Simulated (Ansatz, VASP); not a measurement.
BaMgTiO3 in VASP and in Ansatz

INCAR

```
SYSTEM = BaMgTiO3
PREC = Accurate
ENCUT = 520
EDIFF = 1E-7
ISMEAR = -1
SIGMA = 0.05
LREAL = .FALSE.
LASPH = .TRUE.
NELM = 100
ALGO = Normal
ISIF = 2
LWAVE = .FALSE.
LCHARG = .TRUE.
GGA = PE
LELF = .TRUE.
LVHAR = .TRUE.
NBANDS = 30
```

The input KPOINTS:

```
Automatic mesh
0
G
  6 6 6
  0 0 0
```

The input POSCAR:

```
BaMgTiO3
1.0
    4.2445705032     -3.1222515491      0.0000000000
    4.2445705032      3.1222515491      0.0000000000
   -1.7581766204      0.0000000000      4.3904501942
Ba Ti Mg O
1 1 1 3
Direct
    0.9569360000      0.9637520000      0.0268510000
    0.4169190000      0.4081960000      0.5812190000
    0.6615850000      0.6458260000      0.3221590000
    0.6296060000      0.6142470000      0.8770650000
    0.5770490000      0.0535740000      0.4941800000
    0.0531800000      0.5718970000      0.4945510000
```

Contents of input.yaml:

```yaml
crystal:
  lattice:
    - [4.2445705032, -3.1222515491, 0.0]
    - [4.2445705032, 3.1222515491, 0.0]
    - [-1.7581766204, 0.0, 4.3904501942]
  atoms:
    - { symbol: Ba, position: [0.956936, 0.963752, 0.026851] }
    - { symbol: Ti, position: [0.416919, 0.408196, 0.581219] }
    - { symbol: Mg, position: [0.661585, 0.645826, 0.322159] }
    - { symbol: O, position: [0.629606, 0.614247, 0.877065] }
    - { symbol: O, position: [0.577049, 0.053574, 0.49418] }
    - { symbol: O, position: [0.05318, 0.571897, 0.494551] }
hamiltonian:
  xc: pbe
  pseudopotentials: { kind: paw }
kpoints:
  mp_grid: { grid: [6, 6, 6] }
scf:
  occupations: { method: fermi_dirac, width: 0.05 }
output:
  forces: true
  stress: true
  eigenvalues: true
  write_density: true
  write_potential: true
  elf: true
  volumetric_format: npy
```

Change from the starting cell: atoms moved at random, drawn with an rms of 0.05 Å.

Alike in both runs: task single point; functional PBE; k mesh 6 × 6 × 6; occupations fermi-dirac, width 0.05 eV; no spin polarisation.

```csv
,VASP,Ansatz
version,VASP 6.6.1,Ansatz 0.2.0
potentials or method,"VASP PAW PBE potentials, release 64 (Ba_sv, Ti_sv, Mg, O)",Ansatz PAW
plane-wave cutoff (eV),520,420
valence electrons in the cell,42,50
```

Ansatz gave:

| Item | Value |
| --- | --- |
| gap on the k mesh at the Fermi level (eV) | 0.74 |
| least direct gap on the mesh (eV) | 0.75 |
| pressure (GPa) | 1.1 |
| largest component of the traceless stress (GPa) | 1.62 |
| rms of the force components (eV/Å) | 0.396 |

**Question.** Which values does VASP return?

**Answer.** gap on the k mesh at the Fermi level (eV): 0.74; least direct gap on the mesh (eV): 0.75; pressure (GPa): 1.5; largest component of the traceless stress (GPa): 1.62; rms of the force components (eV/Å): 0.412.

Atom by atom the forces differ by 0.052 eV/Å (rms over components). The two sets of potentials don't hold the same shells in valence.

Caveats: spin-orbit coupling is left out, which moves the levels of the heavy elements. A k mesh can miss the band edges.
